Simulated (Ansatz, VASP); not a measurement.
# ZnInGaO4 (amorphous In12Ga12Zn12O48): VASP beside Ansatz, part 2 of 3

Wanted: the spread between two codes on one cell, functional and k mesh. Of the first pair: The structure shown is the start of the Ansatz relaxation below; VASP solves that cell, so the two are compared at the walk's first step.

VASP 6.6.1 and Ansatz 0.2.0.

So far: The starting structure; Ansatz: relaxation, PBE.

## 3. VASP: single point, PBE, start cell, pair 1

Level of this step: PBE; plane waves and PAW (In_d, Ga_d, Zn, O) (VASP).

The same cell, functional, mesh and smearing now go to VASP, with its own data sets.

Lines of VASP's logs that name or quote its potential files are left out, and so is its time.

INCAR

```
SYSTEM = ZnInGaO4
PREC = Accurate
ENCUT = 520
EDIFF = 1E-06
NELM = 120
ISMEAR = -1
SIGMA = 0.025
LREAL = Auto
ALGO = Normal
GGA = PE
NBANDS = 432
LORBIT = 11
LWAVE = .FALSE.
LCHARG = .FALSE.
ISIF = 2
LASPH = .TRUE.
GGA_COMPAT = .FALSE.
EFERMI = MIDGAP
NCORE = 2
```

POSCAR

```
ZnInGaO4
1.0
   10.2996700000      0.0000000000      0.0000000000
    0.0000000000     10.2996700000      0.0000000000
    0.0000000000      0.0000000000     10.2996700000
In Ga Zn O
12 12 12 48
Direct
    0.8451241642      0.1669568054      0.1000420402
    0.9651571361      0.0011845040      0.3130391556
    0.6587007157      0.4918021645      0.1817436869
    0.3881774853      0.7223920766      0.9004560340
    0.4876272735      0.8109191848      0.1746657903
    0.5428814710      0.0324088053      0.9273598086
    0.1792872976      0.2267742559      0.2960774471
    0.7502473380      0.8505418135      0.6249811887
    0.4465288694      0.2538819205      0.1391112531
    0.6474867641      0.1904138676      0.6349815091
    0.7681508242      0.3616620727      0.8736881861
    0.1806854006      0.4683742295      0.5518623412
    0.7267126034      0.7086731905      0.9333308737
    0.9771381025      0.6525451786      0.3789830160
    0.2826304144      0.5482602841      0.2192206158
    0.0214861253      0.7393732032      0.1129939115
    0.8425415572      0.0679924697      0.8242691271
    0.4039741079      0.3744488901      0.8215505934
    0.0608466096      0.8819894230      0.5934656159
    0.9987795725      0.4444511329      0.1245962249
    0.2432116757      0.9961095841      0.1192465390
    0.6058834895      0.5415124951      0.6974980752
    0.9084077451      0.5622413145      0.6221655645
    0.1402083756      0.5540177501      0.8659403651
    0.2742612142      0.9921968374      0.7443636544
    0.2918345928      0.1959577346      0.5969900007
    0.8681831554      0.3501083044      0.3808956986
    0.7343147887      0.8299003754      0.3143110410
    0.6729147633      0.1336062223      0.3320300553
    0.4582671095      0.9671474911      0.4842096883
    0.2182594200      0.8154144744      0.3808471534
    0.1345965453      0.2301238778      0.9241461134
    0.4878505816      0.6571084316      0.4266156100
    0.0144470648      0.1706074078      0.6149226140
    0.0274474813      0.8786203830      0.8997181463
    0.4463929427      0.3886046835      0.4437520814
    0.9812159030      0.4849475760      0.4673936155
    0.1375966414      0.8698434027      0.0512540693
    0.8405900383      0.6971000042      0.5193758635
    0.9675358531      0.0652933541      0.9531858788
    0.3881871943      0.2310365284      0.3409235442
    0.7147413461      0.1565001597      0.9418165825
    0.2355803633      0.4033818559      0.8995530925
    0.2150263067      0.1713938408      0.0926825811
    0.5688628859      0.5232206469      0.5209293113
    0.6662640648      0.7169258821      0.7558882955
    0.1381500572      0.2627851184      0.4965401804
    0.3862356755      0.9234373528      0.8637655381
    0.7170618088      0.2608335995      0.4583642000
    0.7844231903      0.4944527349      0.7212075727
    0.9641765222      0.2106475256      0.2715038443
    0.8559885899      0.2155020501      0.7156539967
    0.9409233500      0.8942907880      0.7331788300
    0.5890868348      0.3469722816      0.7547620458
    0.6624678266      0.2742709232      0.1829864452
    0.8799893589      0.7823842900      0.9927405441
    0.1276545753      0.6713613155      0.2565324908
    0.3139032610      0.5426290357      0.4075082017
    0.6841092967      0.0062429185      0.7458200117
    0.7090130072      0.5325316248      0.9876238753
    0.1603352340      0.1464318760      0.7506842452
    0.1575972822      0.4132171225      0.2072299404
    0.0965759097      0.7287320856      0.5052589064
    0.3478072598      0.6804878215      0.1040324593
    0.4631022159      0.5532118990      0.8168611227
    0.9523994458      0.0093595232      0.5127931283
    0.4300234862      0.0053302679      0.1290041331
    0.1719472566      0.9938862119      0.2941647645
    0.9402242984      0.3275736019      0.9977504134
    0.0573901882      0.5104629566      0.7110033622
    0.3473897707      0.3763130275      0.6364767027
    0.4420044526      0.2256771333      0.9362532974
    0.4083140528      0.8224632440      0.3756528122
    0.7729373854      0.0121071840      0.2253761528
    0.6546034970      0.9346415953      0.4589273249
    0.6209810606      0.6827888661      0.2697465064
    0.5884460376      0.8167834503      0.9940415567
    0.4582962367      0.1043043127      0.6053106556
    0.2292209362      0.9440787909      0.5721057082
    0.9187090460      0.7946856550      0.2720863872
    0.4532960765      0.4530242231      0.1983558697
    0.0440402459      0.5814846495      0.0179034862
    0.1974432191      0.7183239851      0.8240943642
    0.8660568737      0.4969382514      0.2423572794
```

KPOINTS

```
Automatic mesh
0
Gamma
1 1 1
0 0 0
```

The projector-augmented-wave data sets are In_d, Ga_d, Zn and O (PBE family, release 64).

Run with:

```
$ mpirun -np 8 vasp_gam
```

Numbers of over 12 decimals in the logs are rounded to 6 here.

What it wrote:

```text
[banner, memory and clock lines left out]
running    8 mpi-ranks, on    1 nodes
[...]
LDA part: xc-table for (Slater+PW92), standard interpolation
 POSCAR, INCAR and KPOINTS ok, starting setup
[...]
entering main loop
       N       E                     dE             d eps       ncg     rms          rms(c)
DAV:   1     0.183270190407E+05    0.18327E+05   -0.30442E+05   872   0.308E+03
DAV:   2     0.478421662310E+04   -0.13543E+05   -0.12867E+05   864   0.939E+02
DAV:   3     0.380422692502E+03   -0.44038E+04   -0.41523E+04  1016   0.391E+02
DAV:   4    -0.433847905757E+03   -0.81427E+03   -0.78477E+03  1016   0.174E+02
[...]
DAV:  20    -0.436700647288E+03    0.15581E-06   -0.27489E-05  1320   0.376E-02    0.130E-02
DAV:  21    -0.436700645870E+03    0.14180E-05   -0.15001E-05  1096   0.239E-02    0.665E-03
DAV:  22    -0.436700645520E+03    0.35042E-06   -0.74397E-06   888   0.228E-02
   1 F= -.43670065E+03 E0= -.43670063E+03  d E =-.340533E-04
```

OUTCAR, selected parts (step 3):

```text
  FREE ENERGIE OF THE ION-ELECTRON SYSTEM (eV)
  ---------------------------------------------------
  free  energy   TOTEN  =      -436.7006455197 eV

  energy  without entropy=     -436.7006114664  energy(sigma->0) =     -436.70062849

[... 2 further parts left out ...]
[key lines of the parts left out:]
E-fermi :   3.3496
```

The run ends at a pressure of 0.40 GPa, with forces up to 0.43 eV/Å.

## 4. Comparison

Known differences besides the potentials themselves: the cutoff is 420 eV in Ansatz and 520 eV in VASP (PREC = Accurate, projectors in real space). Total energies have different zeros and are not compared.

Forces on 10 of the 84 atoms, those with the largest forces and the largest differences (eV/Å; atoms numbered as in POSCAR):

```csv
atom,"Ansatz x, y, z","VASP x, y, z"
In2,"0.078, -0.213, 0.385","0.069, -0.242, 0.352"
In12,"0.059, 0.167, -0.230","0.064, 0.182, -0.241"
Ga14,"0.227, 0.165, 0.042","0.203, 0.131, 0.014"
Zn29,"0.240, 0.122, 0.043","0.178, 0.090, 0.041"
O45,"-0.129, 0.118, -0.108","-0.059, 0.073, -0.063"
O48,"0.102, 0.101, 0.036","0.149, 0.061, 0.101"
O64,"0.200, 0.186, -0.049","0.187, 0.183, -0.069"
O79,"0.139, 0.069, 0.015","0.160, 0.061, -0.075"
O80,"-0.224, 0.135, -0.014","-0.203, 0.161, -0.025"
O83,"0.252, -0.093, 0.093","0.212, -0.047, 0.060"
```

The forces differ by 25 meV/Å r.m.s., which is 28.8 % of the r.m.s. force of 0.087 eV/Å (both taken over all components).

## 5. Ansatz: relaxation, PBE

This run makes the geometry at which the two programs are then compared. The cell compared in this pair holds 1099.32 Å³, against 1092.62 Å³ for the pair before.

The structure compared here is the end of the Ansatz relaxation.

input.yaml

```yaml
crystal:
  lattice:
    - [10.29967, 0.0, 0.0]
    - [0.0, 10.29967, 0.0]
    - [0.0, 0.0, 10.29967]
  atoms:
    - { symbol: In, position: [0.84512, 0.16696, 0.10004] }
    - { symbol: In, position: [0.96516, 0.00118, 0.31304] }
    - { symbol: In, position: [0.6587, 0.4918, 0.18174] }
    - { symbol: In, position: [0.38818, 0.72239, 0.90046] }
    - { symbol: In, position: [0.48763, 0.81092, 0.17467] }
    - { symbol: In, position: [0.54288, 0.03241, 0.92736] }
    - { symbol: In, position: [0.17929, 0.22677, 0.29608] }
    - { symbol: In, position: [0.75025, 0.85054, 0.62498] }
    - { symbol: In, position: [0.44653, 0.25388, 0.13911] }
    - { symbol: In, position: [0.64749, 0.19041, 0.63498] }
    - { symbol: In, position: [0.76815, 0.36166, 0.87369] }
    - { symbol: In, position: [0.18069, 0.46837, 0.55186] }
    - { symbol: Ga, position: [0.72671, 0.70867, 0.93333] }
    - { symbol: Ga, position: [0.97714, 0.65255, 0.37898] }
    - { symbol: Ga, position: [0.28263, 0.54826, 0.21922] }
    - { symbol: Ga, position: [0.02149, 0.73937, 0.11299] }
    - { symbol: Ga, position: [0.84254, 0.06799, 0.82427] }
    - { symbol: Ga, position: [0.40397, 0.37445, 0.82155] }
    - { symbol: Ga, position: [0.06085, 0.88199, 0.59347] }
    - { symbol: Ga, position: [0.99878, 0.44445, 0.1246] }
    - { symbol: Ga, position: [0.24321, 0.99611, 0.11925] }
    - { symbol: Ga, position: [0.60588, 0.54151, 0.6975] }
    - { symbol: Ga, position: [0.90841, 0.56224, 0.62217] }
    - { symbol: Ga, position: [0.14021, 0.55402, 0.86594] }
    - { symbol: Zn, position: [0.27426, 0.9922, 0.74436] }
    - { symbol: Zn, position: [0.29183, 0.19596, 0.59699] }
    - { symbol: Zn, position: [0.86818, 0.35011, 0.3809] }
    - { symbol: Zn, position: [0.73431, 0.8299, 0.31431] }
    - { symbol: Zn, position: [0.67291, 0.13361, 0.33203] }
    - { symbol: Zn, position: [0.45827, 0.96715, 0.48421] }
    - { symbol: Zn, position: [0.21826, 0.81541, 0.38085] }
    - { symbol: Zn, position: [0.1346, 0.23012, 0.92415] }
    - { symbol: Zn, position: [0.48785, 0.65711, 0.42662] }
    - { symbol: Zn, position: [0.01445, 0.17061, 0.61492] }
    - { symbol: Zn, position: [0.02745, 0.87862, 0.89972] }
    - { symbol: Zn, position: [0.44639, 0.3886, 0.44375] }
    - { symbol: O, position: [0.98122, 0.48495, 0.46739] }
    - { symbol: O, position: [0.1376, 0.86984, 0.05125] }
    - { symbol: O, position: [0.84059, 0.6971, 0.51938] }
    - { symbol: O, position: [0.96754, 0.06529, 0.95319] }
    - { symbol: O, position: [0.38819, 0.23104, 0.34092] }
    - { symbol: O, position: [0.71474, 0.1565, 0.94182] }
    - { symbol: O, position: [0.23558, 0.40338, 0.89955] }
    - { symbol: O, position: [0.21503, 0.17139, 0.09268] }
    - { symbol: O, position: [0.56886, 0.52322, 0.52093] }
    - { symbol: O, position: [0.66626, 0.71693, 0.75589] }
    - { symbol: O, position: [0.13815, 0.26279, 0.49654] }
    - { symbol: O, position: [0.38624, 0.92344, 0.86377] }
    - { symbol: O, position: [0.71706, 0.26083, 0.45836] }
    - { symbol: O, position: [0.78442, 0.49445, 0.72121] }
    - { symbol: O, position: [0.96418, 0.21065, 0.2715] }
    - { symbol: O, position: [0.85599, 0.2155, 0.71565] }
    - { symbol: O, position: [0.94092, 0.89429, 0.73318] }
    - { symbol: O, position: [0.58909, 0.34697, 0.75476] }
    - { symbol: O, position: [0.66247, 0.27427, 0.18299] }
    - { symbol: O, position: [0.87999, 0.78238, 0.99274] }
    - { symbol: O, position: [0.12765, 0.67136, 0.25653] }
    - { symbol: O, position: [0.3139, 0.54263, 0.40751] }
    - { symbol: O, position: [0.68411, 0.00624, 0.74582] }
    - { symbol: O, position: [0.70901, 0.53253, 0.98762] }
    - { symbol: O, position: [0.16034, 0.14643, 0.75068] }
    - { symbol: O, position: [0.1576, 0.41322, 0.20723] }
    - { symbol: O, position: [0.09658, 0.72873, 0.50526] }
    - { symbol: O, position: [0.34781, 0.68049, 0.10403] }
    - { symbol: O, position: [0.4631, 0.55321, 0.81686] }
    - { symbol: O, position: [0.9524, 0.00936, 0.51279] }
    - { symbol: O, position: [0.43002, 0.00533, 0.129] }
    - { symbol: O, position: [0.17195, 0.99389, 0.29416] }
    - { symbol: O, position: [0.94022, 0.32757, 0.99775] }
    - { symbol: O, position: [0.05739, 0.51046, 0.711] }
    - { symbol: O, position: [0.34739, 0.37631, 0.63648] }
    - { symbol: O, position: [0.442, 0.22568, 0.93625] }
    - { symbol: O, position: [0.40831, 0.82246, 0.37565] }
    - { symbol: O, position: [0.77294, 0.01211, 0.22538] }
    - { symbol: O, position: [0.6546, 0.93464, 0.45893] }
    - { symbol: O, position: [0.62098, 0.68279, 0.26975] }
    - { symbol: O, position: [0.58845, 0.81678, 0.99404] }
    - { symbol: O, position: [0.4583, 0.1043, 0.60531] }
    - { symbol: O, position: [0.22922, 0.94408, 0.57211] }
    - { symbol: O, position: [0.91871, 0.79469, 0.27209] }
    - { symbol: O, position: [0.4533, 0.45302, 0.19836] }
    - { symbol: O, position: [0.04404, 0.58148, 0.0179] }
    - { symbol: O, position: [0.19744, 0.71832, 0.82409] }
    - { symbol: O, position: [0.86606, 0.49694, 0.24236] }
kpoints:
  mp_grid: { grid: [1, 1, 1] }
hamiltonian:
  xc: pbe
scf:
  occupations: { method: fermi_dirac, width: 0.025 }
output:
  forces: true
relax:
  f_tol: 0.04
  max_steps: 250
  cell: {}
```

Run with:

```
$ ansatz run input.yaml --threads 4 --pin off --max-ram 8192MiB --backend cpu --events-out ev --progress --plain --runs-dir out
```

What it wrote:

```text
[...]
Crystal: 84 atoms, lattice volume = 1092.622 Å³
Basis set: ecut = 420 eV, 21367 PW (Γ), exchange–correlation on 144×144×144 points (8 copies of the dense FFT grid, shifted against one another)
Bands: 456, of which v1, the nominal top of the filled ones, is band 372 counted from 1 (371 counted from 0)
Symmetry: 1 space group operations
[...]
k-points: 1
[...]
- { symbol: O, position: [0.861880, 0.705551, 0.540399] }
    - { symbol: O, position: [0.814595, 0.027324, 0.977108] }
    - { symbol: O, position: [0.370824, 0.250157, 0.343549] }
    - { symbol: O, position: [0.618344, 0.204167, 0.999426] }
    - { symbol: O, position: [0.232522, 0.397275, 0.881550] }
    - { symbol: O, position: [0.251646, 0.178236, 0.091735] }
[...]
- { symbol: O, position: [0.452037, 0.438919, 0.155171] }
    - { symbol: O, position: [0.050338, 0.571829, 0.017169] }
    - { symbol: O, position: [0.206200, 0.714775, 0.834116] }
    - { symbol: O, position: [0.853960, 0.488415, 0.241483] }
[key lines of the parts left out:]
P = ⅓ Tr σ = 0.0000 GPa (0.000 kbar)
```

(Part 2 of 3 ends here.)

[Lines on the potential files, build, host, timing and source positions are cut from VASP's logs without a mark.]

[Logs are printed without paths, hosts, clocks, repeated set-up lines and the standing remarks that a program may print on its own settings, such as how far it seeks lower states.]

[Hosts, paths, dates, database ids (printed as entryN), source tags and the programs' standing remarks are cut or masked in the printed files.]
